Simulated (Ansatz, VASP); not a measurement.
**Zn27Ge16O59 (glassy 63ZnO-37GeO2 (mol %)) in two plane-wave programs**

Wanted: the spread between two codes on one cell, functional and k mesh. Of the first pair: The cell is taken from a series of runs on this material, whose earlier steps may have relaxed, scaled, displaced or heated it; both programs get it as it stands.

Method: plane waves, with VASP 6.6.1 beside it; single point at PBE, in Ansatz 0.2.0.

### 1. The starting structure

The cell holds 102 atoms: 27 Zn, 16 Ge and 59 O. Cell: a = 11.178 Å, b = 11.178 Å, c = 11.178 Å, α = 90.0°, β = 90.0°, γ = 90.0°. As first built, before any earlier steps moved the atoms (in the runner's words): 102 atoms (27 Zn, 16 Ge, 59 O) placed at random at 4.43 g/cm^3, melted at 4000 K for 10 ps at fixed volume with the Morse and Coulomb pair potential with partial charges (Pedone, Malavasi, Menziani, Cormack and Segre, J. Phys. Chem. B 110, 11780 (2006)). Quenched from 4000 K to 300 K at 50 K/ps and fixed volume, held 10 ps at zero pressure, then minimised at fixed cell.

### 2. VASP: single point, PBE, pair 1

A single point gives forces, pressure and levels at one fixed geometry, so differences don't come from the geometry; what else differs is listed under the comparison.

Lines of VASP's logs that name or quote its potential files are left out, and so is its time.

File INCAR:

```
SYSTEM = Zn27Ge16O59
PREC = Accurate
ENCUT = 600
EDIFF = 1E-06
NELM = 120
ISMEAR = 0
SIGMA = 0.01
LREAL = Auto
ALGO = Normal
GGA = PE
NBANDS = 528
LORBIT = 11
LWAVE = .FALSE.
LCHARG = .FALSE.
ISIF = 2
LASPH = .TRUE.
GGA_COMPAT = .FALSE.
EFERMI = MIDGAP
NCORE = 2
```

File POSCAR:

```
Zn27Ge16O59
1.0
   11.1778700000      0.0000000000      0.0000000000
    0.0000000000     11.1778700000      0.0000000000
    0.0000000000      0.0000000000     11.1778700000
Zn Ge O
27 16 59
Direct
    0.4153900000      0.3136800000      0.2557200000
    0.5079300000      0.7995500000      0.3276600000
    0.7206500000      0.4907200000      0.0575100000
    0.8128400000      0.0765000000      0.4920500000
    0.4082200000      0.1794700000      0.4958000000
    0.4946000000      0.3154200000      0.9884400000
    0.8133300000      0.8228300000      0.6305900000
    0.2466900000      0.5063000000      0.2396400000
    0.2099800000      0.8722100000      0.2329100000
    0.9841300000      0.4286300000      0.3611600000
    0.0537100000      0.0313900000      0.1025500000
    0.2482800000      0.3866600000      0.4703100000
    0.9178300000      0.5992800000      0.5737500000
    0.6655100000      0.2961800000      0.3967600000
    0.8249000000      0.6404300000      0.8197100000
    0.0343100000      0.2527900000      0.9610300000
    0.3150400000      0.3285300000      0.7382300000
    0.5948100000      0.7057800000      0.5781100000
    0.0973300000      0.8296900000      0.6636500000
    0.5822700000      0.1205100000      0.2084000000
    0.0253700000      0.6633100000      0.3288600000
    0.7123600000      0.5814800000      0.3635500000
    0.9875100000      0.5114600000      0.0798800000
    0.1479000000      0.1870300000      0.3102200000
    0.3367300000      0.6221000000      0.7231600000
    0.0324800000      0.9134100000      0.4280200000
    0.7872700000      0.8409000000      0.3382000000
    0.7262600000      0.3605400000      0.8079300000
    0.5937500000      0.8743000000      0.1021600000
    0.0982900000      0.5277900000      0.8320700000
[... 66 atom lines left out ...]
    0.8434500000      0.0702300000      0.8567400000
    0.4235800000      0.4915800000      0.2674000000
    0.4499400000      0.0514100000      0.5921400000
    0.9653700000      0.7830900000      0.5515700000
    0.2282500000      0.7195600000      0.6270400000
    0.7544600000      0.6536600000      0.6457300000
```

File KPOINTS:

```
Automatic mesh
0
Gamma
1 1 1
0 0 0
```

The projector-augmented-wave data sets are Zn, Ge_d and O (PBE family, release 64).

Command:

```console
$ mpirun -np 8 vasp_gam
```

Numbers of over 12 decimals in the logs are rounded to 6 here.

Output:

```text
[banner, memory and clock lines left out]
running    8 mpi-ranks, on    1 nodes
[...]
LDA part: xc-table for (Slater+PW92), standard interpolation
 POSCAR, INCAR and KPOINTS ok, starting setup
[...]
entering main loop
       N       E                     dE             d eps       ncg     rms          rms(c)
DAV:   1     0.261942904748E+05    0.26194E+05   -0.36128E+05  1168   0.428E+03
DAV:   2     0.629361173705E+04   -0.19901E+05   -0.18775E+05  1056   0.116E+03
DAV:   3     0.407152922576E+03   -0.58865E+04   -0.54953E+04  1104   0.411E+02
DAV:   4    -0.570208137328E+03   -0.97736E+03   -0.95579E+03  1160   0.181E+02
[...]
DAV:  21    -0.538650604055E+03   -0.73822E-07   -0.10987E-05  1216   0.184E-02    0.106E-02
DAV:  22    -0.538650602940E+03    0.11150E-05   -0.91167E-06  1264   0.121E-02    0.426E-03
DAV:  23    -0.538650603169E+03   -0.22900E-06   -0.44096E-06  1000   0.572E-03
   1 F= -.53865060E+03 E0= -.53865060E+03  d E =0.000000E+00
```

From OUTCAR (step 2):

```text
  FREE ENERGIE OF THE ION-ELECTRON SYSTEM (eV)
  ---------------------------------------------------
  free  energy   TOTEN  =      -538.6506031689 eV

  energy  without entropy=     -538.6506031689  energy(sigma->0) =     -538.65060317

[... 2 further parts left out ...]
[key lines of the parts left out:]
E-fermi :   1.9237
```

The run ends at a pressure of 0.69 GPa, with forces up to 0.67 eV/Å.

### 3. Ansatz: single point, PBE, pair 1

Ansatz runs on its PAW soft_1 files.

The same cell, functional and mesh now go to Ansatz, which takes its cutoff from its data sets.

File input.yaml:

```yaml
crystal:
  lattice:
    - [11.17787, 0.0, 0.0]
    - [0.0, 11.17787, 0.0]
    - [0.0, 0.0, 11.17787]
  atoms:
    - { symbol: Zn, position: [0.41539, 0.31368, 0.25572] }
    - { symbol: Zn, position: [0.50793, 0.79955, 0.32766] }
    - { symbol: Zn, position: [0.72065, 0.49072, 0.05751] }
    - { symbol: Zn, position: [0.81284, 0.0765, 0.49205] }
    - { symbol: Zn, position: [0.40822, 0.17947, 0.4958] }
    - { symbol: Zn, position: [0.4946, 0.31542, 0.98844] }
    - { symbol: Zn, position: [0.81333, 0.82283, 0.63059] }
    - { symbol: Zn, position: [0.24669, 0.5063, 0.23964] }
    - { symbol: Zn, position: [0.20998, 0.87221, 0.23291] }
    - { symbol: Zn, position: [0.98413, 0.42863, 0.36116] }
    - { symbol: Zn, position: [0.05371, 0.03139, 0.10255] }
    - { symbol: Zn, position: [0.24828, 0.38666, 0.47031] }
    - { symbol: Zn, position: [0.91783, 0.59928, 0.57375] }
    - { symbol: Zn, position: [0.66551, 0.29618, 0.39676] }
    - { symbol: Zn, position: [0.8249, 0.64043, 0.81971] }
    - { symbol: Zn, position: [0.03431, 0.25279, 0.96103] }
    - { symbol: Zn, position: [0.31504, 0.32853, 0.73823] }
    - { symbol: Zn, position: [0.59481, 0.70578, 0.57811] }
    - { symbol: Zn, position: [0.09733, 0.82969, 0.66365] }
    - { symbol: Zn, position: [0.58227, 0.12051, 0.2084] }
    - { symbol: Zn, position: [0.02537, 0.66331, 0.32886] }
    - { symbol: Zn, position: [0.71236, 0.58148, 0.36355] }
    - { symbol: Zn, position: [0.98751, 0.51146, 0.07988] }
    - { symbol: Zn, position: [0.1479, 0.18703, 0.31022] }
    - { symbol: Zn, position: [0.33673, 0.6221, 0.72316] }
    - { symbol: Zn, position: [0.03248, 0.91341, 0.42802] }
    - { symbol: Zn, position: [0.78727, 0.8409, 0.3382] }
    - { symbol: Ge, position: [0.72626, 0.36054, 0.80793] }
    - { symbol: Ge, position: [0.59375, 0.8743, 0.10216] }
    - { symbol: Ge, position: [0.09829, 0.52779, 0.83207] }
[... 66 atom lines left out ...]
    - { symbol: O, position: [0.84345, 0.07023, 0.85674] }
    - { symbol: O, position: [0.42358, 0.49158, 0.2674] }
    - { symbol: O, position: [0.44994, 0.05141, 0.59214] }
    - { symbol: O, position: [0.96537, 0.78309, 0.55157] }
    - { symbol: O, position: [0.22825, 0.71956, 0.62704] }
    - { symbol: O, position: [0.75446, 0.65366, 0.64573] }
kpoints:
  mp_grid: { grid: [1, 1, 1] }
hamiltonian:
  xc: pbe
  pseudopotentials: { kind: paw, azcp: { folder: soft_1 } }
scf:
  occupations: { method: fixed }
output:
  forces: true
  stress: true
  populations: true
  dos:
    method: { smearing: { sigma: 0.15 } }
    de: 0.1
    projected: { site_lists: { Ge: [Ge], O: [O], Zn: [Zn] } }
  eigenvalues: true
```

Command:

```console
$ ansatz run input.yaml --threads 4 --pin off --max-ram 8192MiB --backend cpu --events-out ev --progress --plain --runs-dir out
```

Output:

```text
Engine: ansatz 0.2.0, x86_64-unknown-linux-gnu
Pseudopotentials: kind: paw
Pseudopotential: Zn, paw, valence charge 12, recommended cutoff 420 eV (normal), soft_1/Zn.paw.azcp
Pseudopotential: Ge, paw, valence charge 14, recommended cutoff 420 eV (normal), soft_1/Ge.paw.azcp
Pseudopotential: O, paw, valence charge 6, recommended cutoff 420 eV (normal), soft_1/O.paw.azcp
Functional definition: PBE
  parameter kappa = 0.804
  parameter beta = 0.066725
  exchange = pbe_x(kappa = kappa, mu = beta*pi^2/3)
  correlation = pbe_c(beta = beta)
Crystal: 102 atoms, lattice volume = 1396.616 Å³
Basis set: ecut = 420 eV, 27201 PW (Γ), exchange–correlation on 150×150×150 points (8 copies of the dense FFT grid, shifted against one another)
Bands: 553, of which v1, the nominal top of the filled ones, is band 451 counted from 1 (450 counted from 0)
Symmetry: 1 space group operations
Space group: P1 (ITA 1), of the structure as read, at distance tolerance 1.1e-4 Å
k-points: 1
Non-local potential: Zn, projectors of the file, l = 0: 2, l = 1: 2, l = 2: 3, l = 3: 1
Non-local potential: Ge, projectors of the file, l = 0: 2, l = 1: 2, l = 2: 3, l = 3: 1
Non-local potential: O, projectors of the file, l = 0: 2, l = 1: 2, l = 2: 1
PAW form: soft (Blöchl's): semilocal exchange-correlation on the pseudo side does not see the compensation charge
PAW one-centre angular grid: Zn, 590 points (default); XC on 64 Gauss nodes
PAW one-centre angular grid: Ge, 590 points (default); XC on 64 Gauss nodes
PAW one-centre angular grid: O, 110 points (default); XC on 64 Gauss nodes
Initial density: superposition of atomic densities (chi_scale 0.1, normalization cell, long waves 46 % of neutral atoms (reshape's long-wave potential 1.46 eV rms, cloud 1.88 Å wide))
Initial wavefunctions: pseudopotential atomic-orbital guess
Functional: x = pbe(κ = 0.804, μ = 0.219515), c = pbe(β = 0.066725)
SCF iter   1: F=—  HF=-191840.649151 eV  |F-HF|=—  |Δ(HF+E_count)|=         —  Δρ=1.03e-1  dr2=1.02e2  ethr=3.10e-3  ⟨swp⟩=5.0  Hψ=1929  notcnv=0  defer=97
preconditioner: auto → Resta (q_TF=auto, 2.537 Å⁻¹)  ε∞=4.0  [insulator: Δε(μ)=1.144 eV  Ē_g=17.231 eV  n_scr=388 (ndim 8)  ℏωp=29.8 eV  f_vac=0.093  ε∞_Penn≈4.0]
SCF iter   2: F=—  HF=-191813.922264 eV  |F-HF|=—  |Δ(HF+E_count)|=    2.67e1  Δρ=3.37e-2  dr2=1.31e1  ethr=3.10e-3  ⟨swp⟩=3.0  Hψ=959  notcnv=0  defer=97
SCF iter   3: F=—  HF=-191809.830248 eV  |F-HF|=—  |Δ(HF+E_count)|=    4.09e0  Δρ=1.87e-2  dr2=4.54e0  ethr=1.45e-3  ⟨swp⟩=2.0  Hψ=940  notcnv=0  defer=95
SCF iter   4: F=—  HF=-191809.259277 eV  |F-HF|=—  |Δ(HF+E_count)|=   5.71e-1  Δρ=8.04e-3  dr2=5.86e-1  ethr=5.03e-4  ⟨swp⟩=5.0  Hψ=783  notcnv=0  defer=100
SCF iter   5: F=—  HF=-191809.453000 eV  |F-HF|=—  |Δ(HF+E_count)|=   1.94e-1  Δρ=4.89e-3  dr2=2.16e-1  ethr=6.49e-5  ⟨swp⟩=2.0  Hψ=956  notcnv=0  defer=100
SCF iter   6: F=—  HF=-191809.441282 eV  |F-HF|=—  |Δ(HF+E_count)|=   1.17e-2  Δρ=1.48e-3  dr2=2.44e-2  ethr=2.39e-5  ⟨swp⟩=2.0  Hψ=801  notcnv=0  defer=100
SCF iter   7: F=—  HF=-191809.444301 eV  |F-HF|=—  |Δ(HF+E_count)|=   3.02e-3  Δρ=6.46e-4  dr2=5.08e-3  ethr=2.70e-6  ⟨swp⟩=2.0  Hψ=792  notcnv=0  defer=100
SCF iter   8: F=—  HF=-191809.449395 eV  |F-HF|=—  |Δ(HF+E_count)|=   5.09e-3  Δρ=4.03e-4  dr2=1.74e-3  ethr=5.63e-7  ⟨swp⟩=2.0  Hψ=822  notcnv=0  defer=100
SCF iter   9: F=—  HF=-191809.449578 eV  |F-HF|=—  |Δ(HF+E_count)|=   1.83e-4  Δρ=1.83e-4  dr2=3.14e-4  ethr=1.93e-7  ⟨swp⟩=2.0  Hψ=910  notcnv=0  defer=100
SCF iter  10: F=—  HF=-191809.449588 eV  |F-HF|=—  |Δ(HF+E_count)|=   9.78e-6  Δρ=4.63e-5  dr2=3.02e-5  ethr=3.48e-8  ⟨swp⟩=2.0  Hψ=905  notcnv=0  defer=95
SCF iter  11: F=—  HF=-191809.447356 eV  |F-HF|=—  |Δ(HF+E_count)|=   2.23e-3  Δρ=4.58e-5  dr2=2.27e-5  ethr=3.35e-9  ⟨swp⟩=2.0  Hψ=1004  notcnv=0  defer=95
SCF iter  12: F=—  HF=-191809.447356 eV  |F-HF|=—  |Δ(HF+E_count)|=   1.77e-7  Δρ=1.36e-5  dr2=2.29e-6  ethr=2.52e-9  ⟨swp⟩=2.0  Hψ=909  notcnv=0  defer=95
SCF iter  13: F=—  HF=-191809.447358 eV  |F-HF|=—  |Δ(HF+E_count)|=   1.82e-6  Δρ=7.40e-6  dr2=5.42e-7  ethr=2.54e-10  ⟨swp⟩=2.0  Hψ=891  notcnv=0  defer=95
SCF iter  14: F=-191809.447358 eV  HF=-191809.447358 eV  |F-HF|=6.54e-8  |Δ(HF+E_count)|=   1.72e-7  Δρ=2.09e-6  dr2=7.35e-8  ethr=1.11e-11  ⟨swp⟩=11.0  Hψ=3123  notcnv=0
SCF 1 converged in 14 iterations: F = -191809.447358 eV  dr2 = 7.35e-8
  greatest PAW one-centre occupation: 0.999 electrons in one spin orbital (limit 2), on the Ge atom at site 32 (counted from 0), in its partial waves of l = 2
SCF converged after 14 iterations
Free energy (F): -191809.447358 eV
Harris-Foulkes:  -191809.447358 eV  (|F-HF|=6.54e-8)
Internal energy: -191809.447358 eV  (E = F + TS)
E sigma→0 (E₀):  -191809.447358 eV
Fermi energy:    5.787273 eV
--- Per-component energies (eV) ---
  E_band       = -3632.014811
  E_kinetic    = 15338.560511
  E_local      = -123158.878386  (includes V_loc(G=0)·N_el)
[...]
atom  88  O     -0.20731766     0.09221241    -0.00000514
  atom  89  O      0.01017989    -0.00150206     0.00777526
  atom  90  O      0.00876568    -0.18202431    -0.27516062
  atom  91  O     -0.24570822     0.39362730    -0.27872948
  atom  92  O      0.18427232    -0.16873740     0.04268438
  atom  93  O      0.05592642     0.09276403     0.02457052
  atom  94  O     -0.01396755     0.07446415     0.11488993
  atom  95  O     -0.10741022    -0.13215708     0.15668830
  atom  96  O     -0.00031542     0.05920570     0.13616933
  atom  97  O      0.07821903    -0.04074770    -0.04458353
  atom  98  O      0.01328590     0.21771250     0.02460721
  atom  99  O      0.05721961    -0.12926121     0.12256566
  atom 100  O      0.09242104     0.04806845     0.02390697
  atom 101  O     -0.02178423     0.04861143     0.06424401
  atom 102  O     -0.02654923     0.07361572    -0.00029545
  max |Σ_I F_I| component: 5.57e-5 eV/Å
--- Stress (GPa, compression-positive) ---
       -0.397208      -0.274829       0.331148
       -0.274829       0.671662       0.124563
        0.331148       0.124563       1.471472
  P = ⅓ Tr σ = 0.5820 GPa (5.820 kbar)
--- Band table (eV) ---
  k-point 0: bands = [... 447 lower, 5.3664, 5.5170, 5.5277, 5.7873, 6.4440, 8.2950, 8.3785, 8.5030, ... 98 higher]
--- Löwdin populations: 102 sites ---
  site symbol       q [e]
     0     Zn     10.5430
     1     Zn     10.5119
     2     Zn     10.5052
     3     Zn     10.5352
     4     Zn     10.5250
     5     Zn     10.5140
     6     Zn     10.5650
     7     Zn     10.5300
     8     Zn     10.5393
     9     Zn     10.5565
    10     Zn     10.5169
    11     Zn     10.5571
    12     Zn     10.5561
    13     Zn     10.5201
    14     Zn     10.5057
    15     Zn     10.5160
    16     Zn     10.5043
    17     Zn     10.5363
    18     Zn     10.5138
    19     Zn     10.5021
    20     Zn     10.5405
    21     Zn     10.5349
    22     Zn     10.5104
    23     Zn     10.5407
[...]
94      O      6.9781
    95      O      6.9372
    96      O      6.6945
    97      O      6.9543
    98      O      6.8977
    99      O      7.2559
   100      O      6.9771
   101      O      7.2482
  spilling = 0.007429 (of n_electrons = 902.000000)
```

### 4. Side by side

Known differences besides the potentials themselves: fixed occupations in Ansatz, narrow Gaussian smearing in VASP; the cutoff is 420 eV in Ansatz and 600 eV in VASP (PREC = Accurate, projectors in real space). Total energies have different zeros and are not compared.

Both answers:

```csv
quantity,Ansatz,VASP,difference
pressure (GPa),0.58,0.69,-0.11
gap on the k mesh (eV),0.657,0.625,+0.032
```

Forces on 10 of the 102 atoms, those with the largest forces and the largest differences (eV/Å; atoms numbered as in POSCAR):

```csv
atom,"Ansatz x, y, z","VASP x, y, z"
Zn6,"-0.026, 0.053, 0.539","-0.011, 0.066, 0.486"
Zn20,"-0.328, 0.390, -0.087","-0.302, 0.373, -0.063"
Ge33,"0.142, -0.649, 0.025","0.142, -0.652, 0.034"
Ge43,"0.214, -0.395, 0.303","0.193, -0.376, 0.296"
O44,"-0.319, -0.178, 0.185","-0.333, -0.172, 0.153"
O59,"-0.055, 0.102, -0.005","-0.032, 0.046, -0.110"
O64,"-0.039, 0.037, 0.066","-0.117, 0.005, 0.129"
O75,"0.174, -0.079, 0.459","0.194, -0.105, 0.442"
O91,"-0.246, 0.394, -0.279","-0.243, 0.420, -0.307"
O99,"0.057, -0.129, 0.123","0.119, -0.212, 0.199"
```

The forces differ by 31 meV/Å r.m.s., which is 23.9 % of the r.m.s. force of 0.131 eV/Å (both taken over all components). A gap on the mesh is an upper bound, since the band edges may lie between its points.

### 5. Ansatz: relaxation, PBE

The two programs are compared at the cell with which this relaxation starts, whose forces are those of its first step.

The structure compared here is the start of the Ansatz relaxation; VASP solves that cell, so the two are compared at the walk's first step.

File input.yaml:

```yaml
crystal:
  lattice:
    - [11.17787, 0.0, 0.0]
    - [0.0, 11.17787, 0.0]
    - [0.0, 0.0, 11.17787]
  atoms:
    - { symbol: Zn, position: [0.41548, 0.31267, 0.25001] }
    - { symbol: Zn, position: [0.50797, 0.79743, 0.32703] }
    - { symbol: Zn, position: [0.71928, 0.4867, 0.05818] }
    - { symbol: Zn, position: [0.81165, 0.07743, 0.48939] }
    - { symbol: Zn, position: [0.40943, 0.17788, 0.49365] }
    - { symbol: Zn, position: [0.48887, 0.31542, 0.99432] }
    - { symbol: Zn, position: [0.8138, 0.82308, 0.63004] }
    - { symbol: Zn, position: [0.2463, 0.50598, 0.2385] }
    - { symbol: Zn, position: [0.21022, 0.87065, 0.23279] }
    - { symbol: Zn, position: [0.98592, 0.42829, 0.36176] }
    - { symbol: Zn, position: [0.05508, 0.03095, 0.10269] }
    - { symbol: Zn, position: [0.25538, 0.38593, 0.46522] }
    - { symbol: Zn, position: [0.9164, 0.599, 0.57381] }
    - { symbol: Zn, position: [0.66404, 0.29663, 0.39661] }
    - { symbol: Zn, position: [0.82419, 0.64026, 0.81953] }
    - { symbol: Zn, position: [0.03552, 0.25428, 0.96331] }
    - { symbol: Zn, position: [0.31367, 0.32903, 0.73622] }
    - { symbol: Zn, position: [0.59546, 0.70567, 0.57837] }
    - { symbol: Zn, position: [0.097, 0.82988, 0.66253] }
    - { symbol: Zn, position: [0.57869, 0.1224, 0.20682] }
    - { symbol: Zn, position: [0.02463, 0.66349, 0.32981] }
    - { symbol: Zn, position: [0.71277, 0.5818, 0.36249] }
    - { symbol: Zn, position: [0.98578, 0.51147, 0.08172] }
    - { symbol: Zn, position: [0.14876, 0.18611, 0.30982] }
    - { symbol: Zn, position: [0.33684, 0.62262, 0.72404] }
    - { symbol: Zn, position: [0.03243, 0.9145, 0.4264] }
    - { symbol: Zn, position: [0.7863, 0.84151, 0.33812] }
    - { symbol: Ge, position: [0.72639, 0.36007, 0.80924] }
    - { symbol: Ge, position: [0.5941, 0.87394, 0.10308] }
    - { symbol: Ge, position: [0.09819, 0.52918, 0.83259] }
[... 66 atom lines left out ...]
    - { symbol: O, position: [0.84415, 0.07015, 0.85693] }
    - { symbol: O, position: [0.42386, 0.49045, 0.26743] }
    - { symbol: O, position: [0.44944, 0.05294, 0.59513] }
    - { symbol: O, position: [0.96578, 0.7835, 0.55034] }
    - { symbol: O, position: [0.22877, 0.72027, 0.62735] }
    - { symbol: O, position: [0.75406, 0.65473, 0.64622] }
total_charge: -1
kpoints:
  mp_grid: { grid: [1, 1, 1] }
hamiltonian:
  xc: pbe
  pseudopotentials: { kind: paw, azcp: { folder: soft_1 } }
scf:
  occupations: { method: fermi_dirac, width: 0.01 }
  lower_state_search: "off"
output:
  forces: true
magnetization:
  spin_polarized: true
  initial_magnetization: 1
relax:
  f_tol: 0.05
  max_steps: 90
```

Output:

```text
[...]
Crystal: 102 atoms, lattice volume = 1396.616 Å³
Basis set: ecut = 420 eV, 27201 PW (Γ), exchange–correlation on 150×150×150 points (8 copies of the dense FFT grid, shifted against one another)
Bands: 554, of which v1, the nominal top of the filled ones, is band 452 counted from 1 (451 counted from 0)
Symmetry: 1 space group operations
[...]
k-points: 1
[...]
Starting moments: Σ|m| = 1 μB on 102 of 102 sites
[...]
- { symbol: O, position: [0.130360, 0.022152, 0.258979] }
    - { symbol: O, position: [0.954637, 0.903479, 0.019506] }
    - { symbol: O, position: [0.223353, 0.552296, 0.432615] }
    - { symbol: O, position: [0.878589, 0.643576, 0.019703] }
    - { symbol: O, position: [0.568944, 0.837486, 0.950312] }
    - { symbol: O, position: [0.341288, 0.974217, 0.869552] }
    - { symbol: O, position: [0.156038, 0.127395, 0.978944] }
[...]
- { symbol: O, position: [0.448968, 0.052584, 0.595023] }
    - { symbol: O, position: [0.965702, 0.783845, 0.549963] }
    - { symbol: O, position: [0.228828, 0.720079, 0.627773] }
    - { symbol: O, position: [0.754168, 0.655094, 0.646212] }
```

(Continued in part 2 of 2.)

[Lines on the potential files, build, host, timing and source positions are cut from VASP's logs without a mark.]

[Logs are printed without paths, hosts, clocks, repeated set-up lines and the standing remarks that a program may print on its own settings, such as how far it seeks lower states.]

[Hosts, paths, dates, database ids (printed as entryN), source tags and the programs' standing remarks are cut or masked in the printed files.]
